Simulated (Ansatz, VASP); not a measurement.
# Te2Mo: VASP beside Ansatz, part 2 of 2

Aim: how closely do two programs agree when they are given the same cell, functional and k mesh? The structure shown is the start of the Ansatz relaxation below; VASP solves that cell, so the two are compared at the walk's first step.

VASP 6.6.1 and Ansatz 0.2.0.

So far. Step 4 (Side by side): The forces differ by 24 meV/Å r.m.s., which is 14.0 % of the r.m.s. force of 0.174 eV/Å (both taken over all components).

### 6. Ansatz: relaxation, LDA

Level of this step: Ansatz beside VASP: Kohn-Sham DFT, plane waves, LDA (Ansatz).

The two programs are compared at the cell with which this relaxation starts, whose forces are those of its first step. The cell compared in this pair holds 132.40 Å³, against 129.53 Å³ for the pair before.

The structure compared here is the start of the Ansatz relaxation; VASP solves that cell, so the two are compared at the walk's first step.

input.yaml

```yaml
crystal:
  lattice:
    - [3.4017540959, 0.0, 0.0]
    - [-1.7008770479, 2.9460054645, 0.0]
    - [0.0, 0.0, 13.211917858]
  atoms:
    - { symbol: Mo, position: [0.3333333333, 0.6666666667, 0.25] }
    - { symbol: Mo, position: [0.6666666667, 0.3333333333, 0.75] }
    - { symbol: Te, position: [0.3333333333, 0.6666666667, 0.6145012744] }
    - { symbol: Te, position: [0.6666666667, 0.3333333333, 0.1145012744] }
    - { symbol: Te, position: [0.3333333333, 0.6666666667, 0.8854987256] }
    - { symbol: Te, position: [0.6666666667, 0.3333333333, 0.3854987256] }
kpoints:
  mp_grid: { grid: [9, 9, 2] }
hamiltonian:
  xc: lda
  pseudopotentials: { kind: paw, azcp: { folder: soft_1 }, xc_functional: pbe }
scf:
  occupations: { method: gaussian, width: 0.02 }
output:
  forces: true
  stress: true
  eigenvalues: true
relax:
  adjacent_minimum: "off"
  f_tol: 0.001
  max_steps: 60
  cell: { stress_tol: 0.01, fix: [volume] }
```

Launch:

```console
ansatz run input.yaml --threads 8 --pin off --max-ram 16384MiB --backend cpu --events-out ev --progress --plain --runs-dir out
```

Numbers of over 12 decimals in the logs are rounded to 6 here.

Output:

```text
[...]
Crystal: 6 atoms, lattice volume = 132.404 Å³
Basis set: ecut = 420 eV, 2613 PW (Γ)
Bands: 56, of which v1, the nominal top of the filled ones, is band 46 counted from 1 (45 counted from 0)
Symmetry: 24 space group operations
[...]
k-points: 24 of 162
[...]
- [3.406115, -2.8904560370003398e-11, 0.0]
    - [-1.703057, 2.949782, 0.0]
    - [0.0, 0.0, 13.178109]
  atoms:
    - { symbol: Mo, position: [0.333333, 0.666667, 0.250000] }
    - { symbol: Mo, position: [0.666667, 0.333333, 0.750000] }
    - { symbol: Te, position: [0.333333, 0.666667, 0.612968] }
    - { symbol: Te, position: [0.666667, 0.333333, 0.112968] }
    - { symbol: Te, position: [0.333333, 0.666667, 0.887032] }
    - { symbol: Te, position: [0.666667, 0.333333, 0.387032] }
[key lines of the parts left out:]
SCF converged after 9 iterations
Free energy (F): -36996.450681 eV
Fermi energy:    14.872347 eV
P = ⅓ Tr σ = 5.0434 GPa (50.434 kbar)
```

### 7. VASP: single point, LDA, start cell, pair 2

The same cell, functional (in two slightly different forms), mesh and smearing now go to VASP, with its own data sets.

INCAR

```
SYSTEM = Te2Mo
PREC = Accurate
ENCUT = 400
EDIFF = 1E-06
NELM = 120
ISMEAR = 0
SIGMA = 0.02
LREAL = .FALSE.
ALGO = Normal
GGA = PW92
NBANDS = 32
LASPH = .TRUE.
LORBIT = 11
LWAVE = .FALSE.
LCHARG = .FALSE.
ISIF = 2
GGA_COMPAT = .FALSE.
EFERMI = MIDGAP
KPAR = 2
```

POSCAR

```
Te2Mo
1.0
    3.4017540000      0.0000000000      0.0000000000
   -1.7008770000      2.9460050000      0.0000000000
    0.0000000000      0.0000000000     13.2119180000
Mo Te
2 4
Direct
    0.3333335030      0.6666668364      0.2500000000
    0.6666668364      0.3333335030      0.7500000000
    0.3333335030      0.6666668364      0.6145012784
    0.6666668364      0.3333335030      0.1145012784
    0.3333335030      0.6666668364      0.8854987216
    0.6666668364      0.3333335030      0.3854987216
```

KPOINTS

```
Automatic mesh
0
Gamma
9 9 2
0 0 0
```

Potentials, in the order of the species: Mo_sv and Te (LDA family, release 64).

Launch:

```console
mpirun -np 2 vasp_std
```

Output:

```text
[banner, memory and clock lines left out]
running    2 mpi-ranks, on    1 nodes
[...]
[... a notice as in an earlier step ...]

 LDA part: xc-table for (Slater(with rela. corr.)+PW92), standard interpolation
 POSCAR, INCAR and KPOINTS ok, starting setup
[...]
entering main loop
       N       E                     dE             d eps       ncg     rms          rms(c)
DAV:   1     0.372377555030E+03    0.37238E+03   -0.24120E+04  1776   0.121E+03
DAV:   2    -0.211760221239E+02   -0.39355E+03   -0.38407E+03  1864   0.333E+02
DAV:   3    -0.419009821088E+02   -0.20725E+02   -0.20396E+02  1952   0.657E+01
DAV:   4    -0.423236248013E+02   -0.42264E+00   -0.42172E+00  1840   0.966E+00
[...]
DAV:  13    -0.410577549501E+02    0.74449E-04   -0.27281E-04  1904   0.944E-02    0.757E-02
DAV:  14    -0.410577552389E+02   -0.28881E-06   -0.10629E-05  1616   0.183E-02    0.590E-02
DAV:  15    -0.410577550000E+02    0.23892E-06   -0.56655E-07  1016   0.390E-03
   1 F= -.41057755E+02 E0= -.41057755E+02  d E =-.135678E-39
```

From OUTCAR (step 7):

```text
  Total        5.0410377      5.0410364      5.8185911     -0.0000000      0.0000000      0.0000000
  in kB       60.9997812     60.9997654     70.4086744     -0.0000000      0.0000000      0.0000000
  external PRESSURE =      64.1360736 kB  Pullay stress =       0.0000000 kB

 POSITION                                       TOTAL-FORCE (eV/Angst)
 -----------------------------------------------------------------------------------
      0.00000      1.96400      3.30298         0.000000      0.000000      0.000000
      1.70088      0.98200      9.90894        -0.000000     -0.000000      0.000000
      0.00000      1.96400      8.11874         0.000000      0.000000     -0.362736
      1.70088      0.98200      1.51278        -0.000000     -0.000000     -0.362736
      0.00000      1.96400     11.69914         0.000000      0.000000      0.362736
      1.70088      0.98200      5.09318        -0.000000     -0.000000      0.362736
 -----------------------------------------------------------------------------------
    total drift:                               -0.000705     -0.001221     -0.000000

  FREE ENERGIE OF THE ION-ELECTRON SYSTEM (eV)
  ---------------------------------------------------
  free  energy   TOTEN  =       -41.0577550000 eV

  energy  without entropy=      -41.0577550000  energy(sigma->0) =      -41.05775500

[... 1 part as in an earlier step ...]

[... 2 further parts left out ...]
[key lines of the parts left out:]
E-fermi :  10.2074
```

The run ends at a pressure of 6.41 GPa, with forces up to 0.36 eV/Å.

### 8. Side by side

What differs besides the data sets and the points named for the pairs above, as far as they apply: the data sets hold 92 valence electrons in Ansatz (on its PAW soft_1 files) and 52 in VASP. Total energies have different zeros and are not compared.

Forces (eV/Å; atoms numbered as in POSCAR):

| atom | Ansatz x, y, z | VASP x, y, z |
| --- | --- | --- |
| Mo1 | 0.000, 0.000, 0.000 | 0.000, 0.000, 0.000 |
| Mo2 | 0.000, 0.000, 0.000 | 0.000, 0.000, 0.000 |
| Te3 | 0.000, 0.000, -0.312 | 0.000, 0.000, -0.363 |
| Te4 | 0.000, 0.000, -0.312 | 0.000, 0.000, -0.363 |
| Te5 | 0.000, 0.000, 0.312 | 0.000, 0.000, 0.363 |
| Te6 | 0.000, 0.000, 0.312 | 0.000, 0.000, 0.363 |

The forces differ by 24 meV/Å r.m.s., which is 14.1 % of the r.m.s. force of 0.171 eV/Å (both taken over all components).

### 9. Ansatz: relaxation, LDA

The two programs are compared at the cell with which this relaxation starts, whose forces are those of its first step. The cell compared in this pair holds 138.16 Å³, against 132.40 Å³ for the pair before.

The structure compared here is the start of the Ansatz relaxation; VASP solves that cell, so the two are compared at the walk's first step.

input.yaml, the sections that differ from step 6:

```yaml
crystal:
  lattice:
    - [3.4359591361, 0.0, 0.0]
    - [-1.7179795681, 2.9756278983, 0.0]
    - [0.0, 0.0, 13.5132285816]
  atoms:
    - { symbol: Mo, position: [0.3333333333, 0.6666666667, 0.25] }
    - { symbol: Mo, position: [0.6666666667, 0.3333333333, 0.75] }
    - { symbol: Te, position: [0.3333333333, 0.6666666667, 0.6178385394] }
    - { symbol: Te, position: [0.6666666667, 0.3333333333, 0.1178385394] }
    - { symbol: Te, position: [0.3333333333, 0.6666666667, 0.8821614606] }
    - { symbol: Te, position: [0.6666666667, 0.3333333333, 0.3821614606] }
# kpoints, hamiltonian, scf, output, relax: as in step 6
```

Launch:

```console
ansatz run input.yaml --threads 8 --pin off --max-ram 16384MiB --backend cpu --events-out ev --progress --plain --runs-dir out
```

Output:

```text
[...]
Crystal: 6 atoms, lattice volume = 138.161 Å³
Basis set: ecut = 420 eV, 2697 PW (Γ)
Bands: 56, of which v1, the nominal top of the filled ones, is band 46 counted from 1 (45 counted from 0)
Symmetry: 24 space group operations
[...]
k-points: 24 of 162
[...]
- [3.444165, 2.8936411202661565e-11, 0.0]
    - [-1.722083, 2.982734, 0.0]
    - [0.0, 0.0, 13.448913]
  atoms:
    - { symbol: Mo, position: [0.333333, 0.666667, 0.250000] }
    - { symbol: Mo, position: [0.666667, 0.333333, 0.750000] }
    - { symbol: Te, position: [0.333333, 0.666667, 0.616124] }
    - { symbol: Te, position: [0.666667, 0.333333, 0.116124] }
    - { symbol: Te, position: [0.333333, 0.666667, 0.883876] }
    - { symbol: Te, position: [0.666667, 0.333333, 0.383876] }
[key lines of the parts left out:]
SCF converged after 9 iterations
Free energy (F): -36996.574342 eV
Fermi energy:    14.005442 eV
P = ⅓ Tr σ = 2.0236 GPa (20.236 kbar)
```

### 10. VASP: single point, LDA, start cell, pair 3

The same cell, functional (in two slightly different forms), mesh and smearing now go to VASP, with its own data sets.

INCAR is that of step 7.

POSCAR

```
Te2Mo
1.0
    3.4359590000      0.0000000000      0.0000000000
   -1.7179800000      2.9756280000      0.0000000000
    0.0000000000      0.0000000000     13.5132290000
Mo Te
2 4
Direct
    0.3333335274      0.6666667638      0.2500000000
    0.6666668608      0.3333334304      0.7500000000
    0.3333335274      0.6666667638      0.6178385455
    0.6666668608      0.3333334304      0.1178385455
    0.3333335274      0.6666667638      0.8821614545
    0.6666668608      0.3333334304      0.3821614545
```

KPOINTS is that of step 7.

Launch:

```console
mpirun -np 2 vasp_std
```

Output:

```text
[... set-up lines as in an earlier step ...]
 entering main loop
       N       E                     dE             d eps       ncg     rms          rms(c)
DAV:   1     0.362387682832E+03    0.36239E+03   -0.23915E+04  1800   0.120E+03
DAV:   2    -0.225021806001E+02   -0.38489E+03   -0.37610E+03  1968   0.327E+02
DAV:   3    -0.420605627794E+02   -0.19558E+02   -0.19384E+02  1936   0.635E+01
DAV:   4    -0.424705091011E+02   -0.40995E+00   -0.40903E+00  1800   0.942E+00
[...]
DAV:  13    -0.411835695584E+02    0.66650E-04   -0.19368E-04  1952   0.809E-02    0.804E-02
DAV:  14    -0.411835663344E+02    0.32241E-05   -0.14735E-05  1784   0.158E-02    0.440E-02
DAV:  15    -0.411835665056E+02   -0.17123E-06   -0.58390E-07  1064   0.363E-03
   1 F= -.41183567E+02 E0= -.41183567E+02  d E =-.159023E-96
```

Parts of OUTCAR (step 10):

```text
  Total        2.7757327      2.7757331      3.4481884     -0.0000005      0.0000000      0.0000000
  in kB       32.1886285     32.1886333     39.9867234     -0.0000054      0.0000000      0.0000000
  external PRESSURE =      34.7879951 kB  Pullay stress =       0.0000000 kB

 POSITION                                       TOTAL-FORCE (eV/Angst)
 -----------------------------------------------------------------------------------
      0.00000      1.98375      3.37831         0.000000      0.000000      0.000000
      1.71798      0.99188     10.13492        -0.000000      0.000000      0.000000
      0.00000      1.98375      8.34899         0.000000      0.000000     -0.350280
      1.71798      0.99188      1.59238        -0.000000     -0.000000     -0.350280
      0.00000      1.98375     11.92085         0.000000      0.000000      0.350280
      1.71798      0.99188      5.16424        -0.000000     -0.000000      0.350280
 -----------------------------------------------------------------------------------
    total drift:                               -0.001249     -0.000722     -0.000003

  FREE ENERGIE OF THE ION-ELECTRON SYSTEM (eV)
  ---------------------------------------------------
  free  energy   TOTEN  =       -41.1835665056 eV

  energy  without entropy=      -41.1835665056  energy(sigma->0) =      -41.18356651

[... 1 part as in an earlier step ...]

[... 2 further parts left out ...]
[key lines of the parts left out:]
E-fermi :   9.5246
```

The run ends at a pressure of 3.48 GPa, with forces up to 0.35 eV/Å.

### 11. Comparison

What differs besides the data sets and the points named for the pairs above, as far as they apply: the data sets hold 92 valence electrons in Ansatz (on its PAW soft_1 files) and 52 in VASP. Total energies have different zeros and are not compared.

Forces (eV/Å; atoms numbered as in POSCAR):

| atom | Ansatz x, y, z | VASP x, y, z |
| --- | --- | --- |
| Mo1 | 0.000, 0.000, 0.000 | 0.000, 0.000, 0.000 |
| Mo2 | 0.000, 0.000, 0.000 | 0.000, 0.000, 0.000 |
| Te3 | 0.000, 0.000, -0.301 | 0.000, 0.000, -0.350 |
| Te4 | 0.000, 0.000, -0.301 | 0.000, 0.000, -0.350 |
| Te5 | 0.000, 0.000, 0.301 | 0.000, 0.000, 0.350 |
| Te6 | 0.000, 0.000, 0.301 | 0.000, 0.000, 0.350 |

The forces differ by 23 meV/Å r.m.s., which is 14.1 % of the r.m.s. force of 0.165 eV/Å (both taken over all components).

### 12. Results

```yaml
r_m_s_force_difference_single_point_lda_start_cell_pair_1: 24 meV/Å
r_m_s_force_difference_single_point_lda_start_cell_pair_2: 24 meV/Å
r_m_s_force_difference_single_point_lda_start_cell_pair_3: 23 meV/Å
```

What this shows: The r.m.s. force difference is 24 meV/Å (single point, LDA, start cell, pair 1), beyond the 12 meV/Å picked in this series as the mark of a large difference. The data sets hold unlike numbers of valence electrons (92 in Ansatz and 52 in VASP), so part of the differences comes from the potentials. Single point, LDA, start cell, pair 1, VASP with the data sets Mo and Te_sv_GW and a cutoff of 520 eV: r.m.s. force difference goes from 24 to 0.34 meV/Å. What causes the difference of the single point, LDA, start cell, pair 2 pair stays open here. What causes the difference of the single point, LDA, start cell, pair 3 pair stays open here. 12 further runs of this series are not shown here. Such differences can come from data sets, numerical settings and the points named under the comparisons, not from the functional's error against experiment.

[Lines on the potential files, build, host, timing and source positions are cut from VASP's logs without a mark.]

[Logs are printed without paths, hosts, clocks, repeated set-up lines and the standing remarks that a program may print on its own settings, such as how far it seeks lower states.]

[Hosts, paths, dates, database ids (printed as entryN), source tags and the programs' standing remarks are cut or masked in the printed files.]
